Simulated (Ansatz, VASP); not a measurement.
**TiTe2 in two plane-wave programs**

Aim: how closely do two programs agree when they are given the same cell, functional and k mesh? The cell is taken from a series of runs on this material, whose earlier steps may have relaxed, scaled, displaced or heated it; both programs get it as it stands.

Calculated with Ansatz 0.2.0; plane waves, with VASP 6.6.1 beside it; zone-centre phonons at LDA.

**1. Starting point**

The structure is trigonal, space group P-3m1 (No. 164). The conventional cell has a = 3.651 Å, b = 3.651 Å, c = 6.295 Å, α = 90.00°, β = 90.00°, γ = 120.00°. Ti has 6 Te at 2.71 Å nearest. Nearest to Te lie 3 Ti at 2.71 Å. Farther neighbours and most contacts between anions are not listed.

Coordinates:

```cif
data_structure
_symmetry_space_group_name_H-M 'P 1'
_symmetry_Int_Tables_number 1
_cell_length_a 3.6512
_cell_length_b 3.6512
_cell_length_c 6.2952
_cell_angle_alpha 90.000
_cell_angle_beta 90.000
_cell_angle_gamma 120.000
_cell_volume 72.68
loop_
_atom_site_label
_atom_site_type_symbol
_atom_site_fract_x
_atom_site_fract_y
_atom_site_fract_z
_atom_site_occupancy
Ti1 Ti 0.00000 0.00000 0.00000 1
Te2 Te 0.66667 0.33333 0.27124 1
Te3 Te 0.33333 0.66667 0.72876 1
```

**2. VASP: zone-centre phonons, LDA**

Second derivatives magnify differences that forces hide, and they need a tight electronic threshold.

Lines of VASP's logs that name or quote its potential files are left out, and so is its time.

File INCAR:

```
SYSTEM = TiTe2
PREC = Accurate
ENCUT = 500
EDIFF = 1E-08
NELM = 120
ISMEAR = 1
SIGMA = 0.2
LREAL = .FALSE.
ALGO = Normal
GGA = CA
NBANDS = 18
LASPH = .TRUE.
LORBIT = 11
LWAVE = .FALSE.
LCHARG = .FALSE.
ISIF = 2
IBRION = 8
GGA_COMPAT = .FALSE.
KPAR = 2
```

File POSCAR:

```
TiTe2
1.0
    3.6512032309      0.0000000000      0.0000000000
   -1.8256016154      3.1620347523      0.0000000000
    0.0000000000      0.0000000000      6.2952226830
Ti Te
1 2
Direct
    0.0000000000      0.0000000000      0.0000000000
    0.6666666667      0.3333333333      0.2712415158
    0.3333333333      0.6666666667      0.7287584842
```

File KPOINTS:

```
Automatic mesh
0
Gamma
15 15 8
0 0 0
```

PAW data sets: Ti_sv and Te (LDA family, release 64).

Launch:

```sh
$ mpirun -np 2 vasp_std
```

Numbers of over 12 decimals in the logs are rounded to 6 here.

What it wrote:

```text
[banner, memory and clock lines left out]
running    2 mpi-ranks, on    1 nodes
 distrk:  each k-point on    1 cores,    2 groups
 distr:  one band on    1 cores,    1 groups

 POSCAR found type information on POSCAR TiTe
 POSCAR found :  2 types and       3 ions
 LDA part: xc-table for (Slater(with rela. corr.)+CA(PZ))
 , standard interpolation
 POSCAR, INCAR and KPOINTS ok, starting setup
 FFT: planning ... GRIDC
 FFT: planning ... GRID_SOFT
 FFT: planning ... GRID
 WAVECAR not read
 entering main loop
       N       E                     dE             d eps       ncg     rms          rms(c)
DAV:   1     0.176935567016E+03    0.17694E+03   -0.10730E+04  6912   0.122E+03
DAV:   2    -0.419268041314E+01   -0.18113E+03   -0.17726E+03  7402   0.311E+02
DAV:   3    -0.196637162564E+02   -0.15471E+02   -0.15117E+02 10812   0.846E+01
DAV:   4    -0.201915887946E+02   -0.52787E+00   -0.52575E+00  8842   0.147E+01
DAV:   5    -0.202103666124E+02   -0.18778E-01   -0.18771E-01 10304   0.267E+00    0.127E+01
DAV:   6    -0.201352648209E+02    0.75102E-01   -0.31357E+01  8220   0.374E+01    0.119E+01
DAV:   7    -0.185329535246E+02    0.16023E+01   -0.21523E+01  8866   0.294E+01    0.503E+00
DAV:   8    -0.183422564614E+02    0.19070E+00   -0.12108E+00  8044   0.802E+00    0.158E+00
DAV:   9    -0.183472023109E+02   -0.49458E-02   -0.95527E-02  9316   0.192E+00    0.115E+00
DAV:  10    -0.183415614200E+02    0.56409E-02   -0.90680E-02  8436   0.234E+00    0.581E-01
DAV:  11    -0.183408404096E+02    0.72101E-03   -0.18647E-02  8366   0.101E+00    0.316E-01
DAV:  12    -0.183404297431E+02    0.41067E-03   -0.40747E-03  8364   0.446E-01    0.137E-01
DAV:  13    -0.183404005628E+02    0.29180E-04   -0.14909E-04  8364   0.996E-02    0.298E-02
DAV:  14    -0.183404001972E+02    0.36556E-06   -0.74724E-06  8104   0.202E-02    0.175E-02
DAV:  15    -0.183403990622E+02    0.11350E-05   -0.38306E-06  8514   0.154E-02    0.737E-03
DAV:  16    -0.183403989378E+02    0.12441E-06   -0.53316E-07  9530   0.446E-03    0.253E-03
DAV:  17    -0.183403989160E+02    0.21814E-07   -0.50961E-08  7208   0.139E-03    0.915E-04
DAV:  18    -0.183403989108E+02    0.51737E-08   -0.44645E-08  6658   0.128E-03
   1 F= -.18340399E+02 E0= -.18340836E+02  d E =0.131225E-02
 Linear response reoptimize wavefunctions to high precision
DAV:   1    -0.183403989108E+02   -0.95497E-11   -0.41497E-09  6708   0.631E-04
DAV:   2    -0.183403989108E+02   -0.50022E-11   -0.18904E-10  4090   0.113E-04
 Linear response DOF=           4
 Linear response progress:
  Degree of freedom:   1/  4
       N       E                     dE             d eps       ncg     rms          rms(c)
RMM:   1    -0.724010251315E+00   -0.72401E+00    0.13478E+01 17605   0.128E+02
RMM:   2    -0.679913694093E+00    0.44097E-01   -0.44573E-01 30228   0.526E+00    0.188E-01
RMM:   3    -0.676920269522E+00    0.29934E-02   -0.24057E-02 34534   0.114E+00    0.908E-02
RMM:   4    -0.677315124127E+00   -0.39485E-03   -0.15320E-02 41486   0.497E-01    0.368E-02
RMM:   5    -0.678610276550E+00   -0.12952E-02   -0.85067E-04 41251   0.161E-01    0.157E-02
RMM:   6    -0.679087490750E+00   -0.47721E-03   -0.23016E-04 42602   0.700E-02    0.923E-03
RMM:   7    -0.679105428693E+00   -0.17938E-04   -0.35524E-05 41740   0.328E-02    0.273E-03
RMM:   8    -0.679060284477E+00    0.45144E-04   -0.16968E-05 45999   0.164E-02    0.111E-03
RMM:   9    -0.679071971565E+00   -0.11687E-04   -0.73674E-06 46035   0.817E-03    0.359E-04
RMM:  10    -0.679077356986E+00   -0.53854E-05   -0.56957E-06 46301   0.467E-03    0.221E-04
RMM:  11    -0.679086051996E+00   -0.86950E-05   -0.45408E-06 44396   0.307E-03    0.705E-05
RMM:  12    -0.679085998827E+00    0.53169E-07   -0.38285E-06 47323   0.209E-03    0.463E-05
RMM:  13    -0.679084957897E+00    0.10409E-05   -0.30736E-06 46696   0.157E-03    0.289E-05
RMM:  14    -0.679084713366E+00    0.24453E-06   -0.27336E-06 46816   0.125E-03    0.562E-05
RMM:  15    -0.679084898016E+00   -0.18465E-06   -0.24813E-06 46080   0.104E-03    0.571E-05
RMM:  16    -0.679085201734E+00   -0.30372E-06   -0.19689E-06 42885   0.902E-04    0.452E-05
RMM:  17    -0.679085456281E+00   -0.25455E-06   -0.18385E-06 44248   0.788E-04    0.429E-05
RMM:  18    -0.679085510983E+00   -0.54702E-07   -0.15794E-06 45874   0.699E-04    0.450E-05
RMM:  19    -0.679085525290E+00   -0.14306E-07   -0.15045E-06 45450   0.628E-04    0.517E-05
RMM:  20    -0.679085590059E+00   -0.64769E-07   -0.12707E-06 42627   0.570E-04    0.532E-05
RMM:  21    -0.679085675858E+00   -0.85799E-07   -0.11987E-06 41350   0.523E-04    0.527E-05
 first order change of Fermi-energy  -0.91716E-03
 force on displaced ion       1 direction 1 :  -5.993   0.000   0.000
 Linear response progress:
  Degree of freedom:   2/  4
       N       E                     dE             d eps       ncg     rms          rms(c)
RMM:   1    -0.722138397783E+00   -0.72214E+00    0.21463E+01  6925   0.133E+02
RMM:   2    -0.675200970016E+00    0.46937E-01   -0.43399E-01 11515   0.498E+00    0.210E-01
RMM:   3    -0.673290997962E+00    0.19100E-02   -0.28956E-02 13479   0.112E+00    0.102E-01
RMM:   4    -0.673856473158E+00   -0.56548E-03   -0.17216E-02 15686   0.479E-01    0.523E-02
RMM:   5    -0.674924086705E+00   -0.10676E-02   -0.79042E-04 15704   0.153E-01    0.234E-02
RMM:   6    -0.675358760717E+00   -0.43467E-03   -0.21308E-04 15638   0.707E-02    0.107E-02
RMM:   7    -0.675381865849E+00   -0.23105E-04   -0.55106E-05 15601   0.347E-02    0.330E-03
RMM:   8    -0.675325180668E+00    0.56685E-04   -0.25010E-05 17426   0.177E-02    0.162E-03
RMM:   9    -0.675335475157E+00   -0.10294E-04   -0.16320E-05 17571   0.872E-03    0.650E-04
RMM:  10    -0.675331775027E+00    0.37001E-05   -0.80804E-06 17742   0.539E-03    0.290E-04
RMM:  11    -0.675336867627E+00   -0.50926E-05   -0.64216E-06 17097   0.382E-03    0.170E-04
RMM:  12    -0.675340298639E+00   -0.34310E-05   -0.51895E-06 16960   0.297E-03    0.119E-04
RMM:  13    -0.675337697947E+00    0.26007E-05   -0.37833E-06 17154   0.241E-03    0.952E-05
RMM:  14    -0.675337807822E+00   -0.10988E-06   -0.30970E-06 18071   0.202E-03    0.148E-04
RMM:  15    -0.675337684297E+00    0.12352E-06   -0.26706E-06 17460   0.175E-03    0.215E-04
RMM:  16    -0.675337763807E+00   -0.79509E-07   -0.21896E-06 17646   0.155E-03    0.277E-04
RMM:  17    -0.675337747770E+00    0.16037E-07   -0.22110E-06 17339   0.138E-03    0.331E-04
RMM:  18    -0.675337327137E+00    0.42063E-06   -0.17256E-06 16415   0.125E-03    0.390E-04
RMM:  19    -0.675337459147E+00   -0.13201E-06   -0.12106E-06 14962   0.116E-03    0.350E-04
RMM:  20    -0.675337654254E+00   -0.19511E-06   -0.99527E-07 15456   0.105E-03    0.323E-04
RMM:  21    -0.675337699402E+00   -0.45148E-07   -0.85332E-07 15771   0.947E-04    0.355E-04
 first order change of Fermi-energy   0.14452E-02
 force on displaced ion       1 direction 3 :   0.000  -0.000 -12.385
 Linear response progress:
  Degree of freedom:   3/  4
       N       E                     dE             d eps       ncg     rms          rms(c)
RMM:   1    -0.437438172386E-01   -0.43744E-01    0.11429E-03 78199   0.115E+00
RMM:   2    -0.415720159680E-01    0.21718E-02   -0.33726E-03 65028   0.347E-01    0.828E-02
RMM:   3    -0.416941402524E-01   -0.12212E-03   -0.93243E-04 76339   0.148E-01    0.427E-02
RMM:   4    -0.417550365989E-01   -0.60896E-04   -0.19044E-04 81185   0.569E-02    0.330E-02
RMM:   5    -0.418452399625E-01   -0.90203E-04   -0.40192E-05 71463   0.313E-02    0.314E-03
RMM:   6    -0.418369175570E-01    0.83224E-05   -0.11192E-05 82142   0.134E-02    0.185E-03
RMM:   7    -0.418365396033E-01    0.37795E-06   -0.32881E-06 80725   0.606E-03    0.121E-03
RMM:   8    -0.418366350818E-01   -0.95479E-07   -0.12148E-06 80026   0.302E-03    0.490E-04
RMM:   9    -0.418367846457E-01   -0.14956E-06   -0.90100E-07 85293   0.147E-03    0.206E-04
RMM:  10    -0.418366795978E-01    0.10505E-06   -0.18040E-07 86709   0.735E-04    0.690E-05
RMM:  11    -0.418367427661E-01   -0.63168E-07   -0.29065E-07 85326   0.395E-04    0.277E-05
RMM:  12    -0.418367301628E-01    0.12603E-07   -0.12203E-08 86982   0.232E-04    0.105E-05
RMM:  13    -0.418367505365E-01   -0.20374E-07   -0.12707E-07 85302   0.149E-04    0.300E-06
RMM:  14    -0.418367435632E-01    0.69733E-08   -0.49628E-09 87487   0.105E-04    0.138E-06
 first order change of Fermi-energy   0.53970E-04
 force on displaced ion       2 direction 1 :  -4.093   0.001  -0.000
 Linear response progress:
  Degree of freedom:   4/  4
       N       E                     dE             d eps       ncg     rms          rms(c)
RMM:   1    -0.680367212275E-01   -0.68037E-01    0.29449E-02 16575   0.137E+00
RMM:   2    -0.651366274054E-01    0.29001E-02   -0.41375E-03 14388   0.380E-01    0.162E-01
RMM:   3    -0.653185177328E-01   -0.18189E-03   -0.13568E-03 13804   0.251E-01    0.123E-01
RMM:   4    -0.652252217387E-01    0.93296E-04   -0.48151E-04 13684   0.163E-01    0.661E-02
RMM:   5    -0.652488392485E-01   -0.23618E-04   -0.14952E-04 16304   0.630E-02    0.463E-02
RMM:   6    -0.652887432934E-01   -0.39904E-04   -0.35460E-05 16108   0.336E-02    0.531E-03
RMM:   7    -0.652914058713E-01   -0.26626E-05   -0.11856E-05 17550   0.151E-02    0.409E-03
RMM:   8    -0.652900133866E-01    0.13925E-05   -0.30983E-06 17354   0.648E-03    0.253E-03
RMM:   9    -0.652884017411E-01    0.16116E-05   -0.19592E-06 15512   0.374E-03    0.962E-04
RMM:  10    -0.652890630947E-01   -0.66135E-06   -0.12003E-06 17198   0.188E-03    0.404E-04
RMM:  11    -0.652890288253E-01    0.34269E-07    0.60464E-08 17445   0.919E-04    0.175E-04
RMM:  12    -0.652891235020E-01   -0.94677E-07   -0.50996E-07 17638   0.498E-04    0.668E-05
RMM:  13    -0.652890364682E-01    0.87034E-07   -0.19961E-07 16976   0.278E-04    0.493E-05
RMM:  14    -0.652890437333E-01   -0.72651E-08   -0.21434E-07 18047   0.163E-04    0.335E-05
RMM:  15    -0.652890430322E-01    0.70117E-09   -0.55465E-08 17234   0.113E-04    0.948E-06
 first order change of Fermi-energy   0.34429E+00
 force on displaced ion       2 direction 3 :   0.000  -0.000  -8.554
 Linear response finished
```

OUTCAR, selected parts (step 2):

```text
ion  position               nearest neighbor table
   1  0.000  0.000  0.000-   2 2.71   3 2.71   3 2.71   2 2.71   2 2.71   3 2.71
   2  0.667  0.333  0.271-   1 2.71   1 2.71   1 2.71   3 3.57   3 3.57   3 3.57
   3  0.333  0.667  0.729-   1 2.71   1 2.71   1 2.71   2 3.57   2 3.57   2 3.57

  LATTYP: Found a hexagonal cell.
 ALAT       =     3.6512032309
 C/A-ratio  =     1.7241501732

 Subroutine GETGRP returns: Found 12 space group operations
 (whereof 12 operations were pure point group operations)

The static configuration has the point symmetry D_3d.

 Found    192 irreducible k-points:

   k-points           NKPTS =    192   k-points in BZ     NKDIM =    192   number of bands    NBANDS=     18

   dimension x,y,z NGX =    28 NGY =   28 NGZ =   48
   dimension x,y,z NGXF=    56 NGYF=   56 NGZF=   96

   ENCUT  =  500.0 eV  36.75 Ry    6.06 a.u.   6.66  6.66 11.48*2*pi/ulx,y,z

   NELECT =      24.0000    total number of electrons

 k-points in reciprocal lattice and weights: Automatic mesh
   0.00000000  0.00000000  0.00000000       0.001
   0.06666667  0.00000000  0.00000000       0.003
   0.13333333 -0.00000000  0.00000000       0.003
   0.20000000 -0.00000000  0.00000000       0.003
   0.26666667 -0.00000000  0.00000000       0.003
   0.33333333  0.00000000  0.00000000       0.003
   0.40000000 -0.00000000  0.00000000       0.003
   0.46666667  0.00000000  0.00000000       0.003
   0.06666667  0.06666667  0.00000000       0.003
[...]
0.33333333  0.26666667  0.50000000       0.007
   0.33333333  0.33333333  0.50000000       0.001

 average (electrostatic) potential at core
       1 -73.2740       2 -87.0661       3 -87.0661

  Total        0.3614453      0.3614453      0.3676950      0.0000000     -0.0000000     -0.0000000
  in kB        7.9678186      7.9678186      8.1055885      0.0000000     -0.0000000     -0.0000000
  external PRESSURE =       8.0137419 kB  Pullay stress =       0.0000000 kB

  energy-cutoff  :      500.00
  volume of cell :       72.68
      direct lattice vectors                 reciprocal lattice vectors
     3.651203231  0.000000000  0.000000000     0.273882317  0.158126029  0.000000000
    -1.825601615  3.162034752  0.000000000     0.000000000  0.316252059  0.000000000
     0.000000000  0.000000000  6.295222683     0.000000000  0.000000000  0.158850616

 POSITION                                       TOTAL-FORCE (eV/Angst)
 -----------------------------------------------------------------------------------
      0.00000      0.00000      0.00000        -0.000000      0.000000      0.000000
      1.82560      1.05401      1.70753         0.000000     -0.000000      0.034084
     -0.00000      2.10802      4.58770        -0.000000      0.000000     -0.034084
 -----------------------------------------------------------------------------------
    total drift:                                0.000000      0.000000     -0.000000

 Eigenvectors and eigenvalues of the dynamical matrix
 ----------------------------------------------------

   1 f  =    8.661712 THz    54.423144 2PiTHz  288.923623 cm-1    35.821948 meV
             X         Y         Z           dx          dy          dz
      0.000000  0.000000  0.000000    -0.000000   -0.000000    0.917950
      1.825602  1.054012  1.707526    -0.000000   -0.000000   -0.280506
     -0.000000  2.108023  4.587697     0.000000    0.000000   -0.280506

   2 f  =    6.025017 THz    37.856298 2PiTHz  200.972932 cm-1    24.917457 meV
             X         Y         Z           dx          dy          dz
      0.000000  0.000000  0.000000    -0.825468   -0.401629   -0.000000
      1.825602  1.054012  1.707526     0.252178    0.122696   -0.000000
     -0.000000  2.108023  4.587697     0.252178    0.122696    0.000000

   3 f  =    6.025017 THz    37.856298 2PiTHz  200.972932 cm-1    24.917457 meV
             X         Y         Z           dx          dy          dz
      0.000000  0.000000  0.000000    -0.401629    0.825468    0.000000
      1.825602  1.054012  1.707526     0.122696   -0.252178    0.000000
     -0.000000  2.108023  4.587697     0.122696   -0.252178   -0.000000

   4 f  =    4.578359 THz    28.766681 2PiTHz  152.717632 cm-1    18.934565 meV
             X         Y         Z           dx          dy          dz
      0.000000  0.000000  0.000000     0.000000    0.000000   -0.000000
      1.825602  1.054012  1.707526    -0.000000   -0.000000   -0.707107
     -0.000000  2.108023  4.587697     0.000000    0.000000    0.707107

   5 f  =    3.157263 THz    19.837668 2PiTHz  105.314954 cm-1    13.057384 meV
             X         Y         Z           dx          dy          dz
      0.000000  0.000000  0.000000     0.000000    0.000000    0.000000
      1.825602  1.054012  1.707526     0.635842    0.309363    0.000000
     -0.000000  2.108023  4.587697    -0.635842   -0.309363    0.000000

   6 f  =    3.157263 THz    19.837668 2PiTHz  105.314954 cm-1    13.057384 meV
             X         Y         Z           dx          dy          dz
      0.000000  0.000000  0.000000    -0.000000    0.000000   -0.000000
      1.825602  1.054012  1.707526     0.309363   -0.635842    0.000000
     -0.000000  2.108023  4.587697    -0.309363    0.635842   -0.000000

   7 f/i=    0.005634 THz     0.035401 2PiTHz    0.187936 cm-1     0.023301 meV
             X         Y         Z           dx          dy          dz
      0.000000  0.000000  0.000000     0.188720   -0.348829   -0.000000
      1.825602  1.054012  1.707526     0.308874   -0.570919   -0.000000
     -0.000000  2.108023  4.587697     0.308874   -0.570919   -0.000000

   8 f/i=    0.005634 THz     0.035401 2PiTHz    0.187936 cm-1     0.023301 meV
             X         Y         Z           dx          dy          dz
      0.000000  0.000000  0.000000    -0.348829   -0.188720    0.000000
      1.825602  1.054012  1.707526    -0.570919   -0.308874    0.000000
     -0.000000  2.108023  4.587697    -0.570919   -0.308874    0.000000

   9 f/i=    0.007262 THz     0.045626 2PiTHz    0.242219 cm-1     0.030031 meV
             X         Y         Z           dx          dy          dz
      0.000000  0.000000  0.000000    -0.000000    0.000000   -0.396695
      1.825602  1.054012  1.707526    -0.000000    0.000000   -0.649089
     -0.000000  2.108023  4.587697    -0.000000    0.000000   -0.649089

 ELASTIC MODULI CONTR FROM IONIC RELAXATION (kBar)
 Direction    XX          YY          ZZ          XY          YZ          ZX
 --------------------------------------------------------------------------------
 XX        -224.5757   -142.5548   -340.5000     -0.0000   -137.2723     -0.0000
 YY        -142.5548   -224.5757   -340.5000     -0.0000    137.2723      0.0000
 ZZ        -340.5000   -340.5000   -631.6022     -0.0000     -0.0000      0.0000
 XY          -0.0000     -0.0000     -0.0000    -41.0104      0.0000   -113.6683
 YZ        -137.2723    137.2723     -0.0000      0.0000   -459.4853     -0.0000
 ZX          -0.0000      0.0000      0.0000   -113.6683     -0.0000   -315.0537
 --------------------------------------------------------------------------------
```

[end of part 1 of 2]

[Lines on the potential files, build, host, timing and source positions are cut from VASP's logs without a mark.]

[Logs are printed without paths, hosts, clocks, repeated set-up lines and the standing remarks that a program may print on its own settings, such as how far it seeks lower states.]

[Hosts, paths, dates, database ids (printed as entryN), source tags and the programs' standing remarks are cut or masked in the printed files.]
